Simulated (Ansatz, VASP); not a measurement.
# Zr5Ti3B16 (Zr0.61Ti0.39B2, hexagonal AlB2 type solid solution) in two plane-wave programs

Aim: how closely do two programs agree when they are given the same cell, functional and k mesh? The cell is invented: As first built, before any earlier steps moved the atoms or strained the cell (in the runner's words): 2x2x2 conventional cells of the ZrB2 type (24 atoms: 16 B, 3 Ti, 5 Zr); Zr/Ti share their sites, the best of 600 random draws by like-pair counts in two shells; start lattice by linear mixing of the end members' cells; atoms moved at random by 0.02 A. It may not be a known or stable phase. The cell is taken from a series of runs on this material, whose earlier steps may have relaxed, scaled, displaced or heated it; both programs get it as it stands.

Calculated with Ansatz 0.2.0; plane waves, with VASP 6.6.1 beside it; PBE.

### 1. The structure

It takes space group Cmmm (No. 65, orthorhombic). Conventional cell: a = 6.250 Å, b = 10.817 Å, c = 6.876 Å, α = 90.00°, β = 90.00°, γ = 90.00°. B has 3 B at 1.79 to 1.86 Å and 2 Ti at 2.46 to 2.47 Å and 4 Zr at 2.50 to 2.51 Å nearest. Nearest to B lie 3 B at 1.82 to 1.86 Å and 1 Ti at 2.46 Å and 5 Zr at 2.48 to 2.52 Å. Nearest to B lie 3 B at 1.76 to 1.82 Å and 3 Ti at 2.45 to 2.50 Å and 3 Zr at 2.49 to 2.53 Å. Nearest to Ti lie 12 B at 2.47 to 2.50 Å. Nearest to Ti lie 12 B at 2.45 to 2.46 Å. Nearest to Ti lie 12 B at 2.46 to 2.47 Å. It derives from ZrB2. Farther neighbours are not listed.

### 2. VASP: relaxation of cell and atoms, PBE

The relaxed volume is the usual yardstick between codes: in a stiff, nearly cubic crystal its relative difference is about their pressure difference at one cell divided by the bulk modulus.

Lines of VASP's logs that name or quote its potential files are left out, and so is its time.

Contents of INCAR:

```
SYSTEM = Zr5Ti3B16
PREC = Accurate
ENCUT = 500
EDIFF = 1E-07
NELM = 120
ISMEAR = 1
SIGMA = 0.15
LREAL = .FALSE.
ALGO = Normal
GGA = PE
NBANDS = 96
LASPH = .TRUE.
LORBIT = 11
LWAVE = .FALSE.
LCHARG = .FALSE.
ISIF = 3
IBRION = 2
NSW = 80
EDIFFG = -0.005
GGA_COMPAT = .FALSE.
NELMIN = 4
KPAR = 4
SYMPREC = 1E-04
```

Contents of POSCAR:

```
Zr5Ti3B16
1.0
    6.2464300000      0.0019300000     -0.0000200000
   -3.1215500000      5.4105700000     -0.0000100000
   -0.0000200000     -0.0000200000      6.8760000000
B Ti Zr
16 3 5
Direct
    0.1646263828      0.3372003651      0.2527857810
    0.3363355028      0.1654912451      0.2550436344
    0.1646263828      0.3372003651      0.7489317962
    0.3363355028      0.1654912451      0.7466739428
    0.1678018464      0.8297722224      0.2552036112
    0.3303744511      0.6671996177      0.2552036112
    0.1678018464      0.8297722224      0.7465139660
    0.3303744511      0.6671996177      0.7465139660
    0.6720545255      0.3340249015      0.2552036112
    0.8346271302      0.1714522968      0.2552036112
    0.6720545255      0.3340249015      0.7465139660
    0.8346271302      0.1714522968      0.7465139660
    0.6660934738      0.8357332741      0.2550436344
    0.8378025938      0.6640241541      0.2527857810
    0.6660934738      0.8357332741      0.7466739428
    0.8378025938      0.6640241541      0.7489317962
    0.0012144883      0.5006122596      0.0008587886
    0.0012144883      0.5006122596      0.5008587886
    0.5012144883      0.0006122596      0.5008587886
    0.0012144883      0.0006122596      0.0008587886
    0.0012144883      0.0006122596      0.5008587886
    0.5012144883      0.0006122596      0.0008587886
    0.5012144883      0.5006122596      0.0008587886
    0.5012144883      0.5006122596      0.5008587886
```

Contents of KPOINTS:

```
Automatic mesh
0
Gamma
4 4 4
0 0 0
```

Potentials, in the order of the species: B, Ti_sv and Zr_sv (PBE family, release 64).

Launch:

```console
> mpirun -np 4 vasp_std
```

Numbers of over 12 decimals in the logs are rounded to 6 here.

Log:

```text
[banner, memory and clock lines left out]
running    4 mpi-ranks, on    1 nodes
 distrk:  each k-point on    1 cores,    4 groups
 distr:  one band on    1 cores,    1 groups

 POSCAR found type information on POSCAR B TiZr
 POSCAR found :  3 types and      24 ions
|                                                                             |
|               ----> ADVICE to this user running VASP <----                  |
|                                                                             |
|     You have a (more or less) 'large supercell' and for larger cells it     |
|     might be more efficient to use real-space projection operators.         |
|     Therefore, try LREAL= Auto in the INCAR file.                           |
|     Mind: For very accurate calculation, you might also keep the            |
|     reciprocal projection scheme (i.e. LREAL=.FALSE.).                      |
|                                                                             |

 LDA part: xc-table for (Slater+PW92), standard interpolation
 POSCAR, INCAR and KPOINTS ok, starting setup
 FFT: planning ... GRIDC
 FFT: planning ... GRID_SOFT
 FFT: planning ... GRID
 WAVECAR not read
 WARNING: random wavefunctions but no delay for mixing, default for NELMDL
 entering main loop
       N       E                     dE             d eps       ncg     rms          rms(c)
DAV:   1     0.159779800751E+04    0.15978E+04   -0.66398E+04  4032   0.156E+03
DAV:   2     0.721287257169E+01   -0.15906E+04   -0.15097E+04  4040   0.479E+02
DAV:   3    -0.207756504289E+03   -0.21497E+03   -0.20682E+03  5528   0.164E+02
DAV:   4    -0.225991070416E+03   -0.18235E+02   -0.18147E+02  6232   0.432E+01
DAV:   5    -0.227223749711E+03   -0.12327E+01   -0.12318E+01  6352   0.946E+00    0.595E+01
DAV:   6    -0.198356683831E+03    0.28867E+02   -0.12877E+02  5688   0.425E+01    0.244E+01
DAV:   7    -0.200579867877E+03   -0.22232E+01   -0.60636E+01  5848   0.345E+01    0.165E+01
DAV:   8    -0.197382024828E+03    0.31978E+01   -0.73133E+00  6064   0.124E+01    0.681E+00
DAV:   9    -0.197417864590E+03   -0.35840E-01   -0.15455E+00  6032   0.464E+00    0.358E+00
DAV:  10    -0.197394817287E+03    0.23047E-01   -0.55725E-01  5768   0.351E+00    0.224E+00
DAV:  11    -0.197351475270E+03    0.43342E-01   -0.11795E-01  5600   0.199E+00    0.563E-01
DAV:  12    -0.197351909742E+03   -0.43447E-03   -0.11610E-02  5520   0.696E-01    0.348E-01
DAV:  13    -0.197351454177E+03    0.45556E-03   -0.36777E-03  5720   0.442E-01    0.200E-01
DAV:  14    -0.197351384211E+03    0.69965E-04   -0.80098E-04  5808   0.214E-01    0.486E-02
DAV:  15    -0.197351429212E+03   -0.45000E-04   -0.26759E-04  5176   0.592E-02    0.216E-02
DAV:  16    -0.197351428548E+03    0.66358E-06   -0.21600E-05  6096   0.147E-02    0.106E-02
DAV:  17    -0.197351428750E+03   -0.20153E-06   -0.32046E-06  5568   0.764E-03    0.317E-03
DAV:  18    -0.197351428550E+03    0.19941E-06   -0.39808E-07  5000   0.285E-03    0.949E-04
DAV:  19    -0.197351428670E+03   -0.11948E-06   -0.74595E-08  2920   0.157E-03    0.503E-04
DAV:  20    -0.197351428659E+03    0.11241E-07   -0.20727E-08  2544   0.837E-04
   1 F= -.19735143E+03 E0= -.19735065E+03  d E =-.197351E+03
 curvature:   0.00 expect dE= 0.000E+00 dE for cont linesearch  0.000E+00
 trial: gam= 0.00000 g(F)=  0.757E-06 g(S)=  0.442E-03 ort = 0.000E+00 (trialstep = 0.100E+01)
 search vector abs. value=  0.443E-03
 bond charge predicted
       N       E                     dE             d eps       ncg     rms          rms(c)
DAV:   1    -0.197353866619E+03   -0.24379E-02   -0.70349E-02  4976   0.137E+00    0.563E-01
DAV:   2    -0.197352509093E+03    0.13575E-02   -0.11990E-02  5440   0.619E-01    0.228E-01
DAV:   3    -0.197351689001E+03    0.82009E-03   -0.35610E-03  5584   0.345E-01    0.137E-01
DAV:   4    -0.197351412621E+03    0.27638E-03   -0.11332E-03  5944   0.166E-01    0.583E-02
DAV:   5    -0.197351426184E+03   -0.13563E-04   -0.15517E-04  5768   0.585E-02    0.460E-02
DAV:   6    -0.197351429583E+03   -0.33993E-05   -0.35484E-05  5536   0.321E-02    0.208E-02
DAV:   7    -0.197351436922E+03   -0.73389E-05   -0.32657E-05  6016   0.161E-02    0.137E-02
DAV:   8    -0.197351437751E+03   -0.82897E-06   -0.77008E-06  6192   0.107E-02    0.749E-03
DAV:   9    -0.197351437254E+03    0.49726E-06   -0.17325E-06  5424   0.636E-03    0.526E-03
DAV:  10    -0.197351435733E+03    0.15202E-05   -0.11802E-06  5184   0.415E-03    0.720E-04
DAV:  11    -0.197351435470E+03    0.26353E-06   -0.20187E-07  3544   0.158E-03    0.596E-04
DAV:  12    -0.197351435276E+03    0.19353E-06   -0.43479E-08  2496   0.899E-04    0.187E-04
DAV:  13    -0.197351435259E+03    0.17073E-07   -0.17803E-08  2496   0.576E-04
   2 F= -.19735144E+03 E0= -.19735062E+03  d E =-.660073E-05
 trial-energy change:   -0.000007  1 .order   -0.000008   -0.000443    0.000427
 step:   0.5066(harm=  0.5096)  dis= 0.00002  next Energy=  -197.351541 (dE=-0.112E-03)
 bond charge predicted
       N       E                     dE             d eps       ncg     rms          rms(c)
DAV:   1    -0.197352121047E+03   -0.68577E-03   -0.17122E-02  4904   0.677E-01    0.278E-01
DAV:   2    -0.197351774209E+03    0.34684E-03   -0.28854E-03  5424   0.304E-01    0.112E-01
DAV:   3    -0.197351578844E+03    0.19536E-03   -0.86832E-04  5568   0.170E-01    0.679E-02
DAV:   4    -0.197351514441E+03    0.64403E-04   -0.27373E-04  5888   0.821E-02    0.286E-02
DAV:   5    -0.197351522258E+03   -0.78178E-05   -0.37761E-05  5752   0.290E-02    0.226E-02
DAV:   6    -0.197351527958E+03   -0.56997E-05   -0.85995E-06  5552   0.157E-02    0.104E-02
DAV:   7    -0.197351535323E+03   -0.73645E-05   -0.78584E-06  5992   0.787E-03    0.666E-03
DAV:   8    -0.197351538547E+03   -0.32248E-05   -0.18917E-06  5856   0.517E-03    0.362E-03
DAV:   9    -0.197351539422E+03   -0.87477E-06   -0.39816E-07  4592   0.322E-03    0.256E-03
DAV:  10    -0.197351540728E+03   -0.13055E-05   -0.28904E-07  3992   0.217E-03    0.317E-04
DAV:  11    -0.197351540862E+03   -0.13401E-06   -0.55607E-08  2496   0.942E-04    0.211E-04
DAV:  12    -0.197351540894E+03   -0.31880E-07   -0.23121E-08  2472   0.612E-04
   3 F= -.19735154E+03 E0= -.19735075E+03  d E =-.112235E-03
 curvature:  -0.25 expect dE=-0.415E-05 dE for cont linesearch -0.360E-09
 trial: gam= 0.03494 g(F)=  0.379E-06 g(S)=  0.159E-04 ort = 0.791E-06 (trialstep = 0.901E+00)
 search vector abs. value=  0.169E-04
 reached required accuracy - stopping structural energy minimisation
```

[end of part 1 of 3]

[Lines on the potential files, build, host, timing and source positions are cut from VASP's logs without a mark.]

[Logs are printed without paths, hosts, clocks, repeated set-up lines and the standing remarks that a program may print on its own settings, such as how far it seeks lower states.]

[Hosts, paths, dates, database ids (printed as entryN), source tags and the programs' standing remarks are cut or masked in the printed files.]
